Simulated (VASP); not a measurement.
AlN (wurtzite), at 1.04 of the tabulated volume:

```xyz
4
Lattice="1.5755 -2.7288 0.0000 1.5755 2.7288 0.0000 0.0000 0.0000 5.0455" Properties=species:S:1:pos:R:3 pbc="T T T"
Al     1.5755    -0.9096     2.5228
Al     1.5755     0.9096     0.0000
N      1.5755    -0.9096     4.4502
N      1.5755     0.9096     1.9274
```

The lowest empty band near Γ, direction a*, from mBJ (TB09) with spin-orbit coupling in VASP (PAW); its two spin partners are averaged. The gap over the points computed is 5.02 eV, and the next band on that side lies 2.55 eV away at the edge.

Run with 520 eV cut-off, 9×9×5 Γ-centred mesh, Gaussian smearing of 0.050 eV, potentials Al N.

```json
[
 {"distance from the edge in k (1/Å)": "0.018", "distance in energy (meV)": "3.7"},
 {"distance from the edge in k (1/Å)": "0.025", "distance in energy (meV)": "7.2"},
 {"distance from the edge in k (1/Å)": "0.035", "distance in energy (meV)": "14.1"},
 {"distance from the edge in k (1/Å)": "0.050", "distance in energy (meV)": "28.6"},
 {"distance from the edge in k (1/Å)": "0.070", "distance in energy (meV)": "55.9"}
]
```

**Question.** Fit E(1 + αE) = ħ²k²/2m* (ħ²/2m0 = 3.810 eV Å²) and predict the row at 0.095 1/Å.

**Answer.** The rows don't resolve α, so a parabola serves: the electron mass is m* = 0.334 m0, and so 103.1 meV. The run gave 101.7 meV, -1.4 meV from the fit.

Left out are points under 3 meV from the edge, since the levels carry 0.1 meV, and points farther than half the way to the next band.

The compound is AlN in the wurtzite structure. The cell was not relaxed at this level.
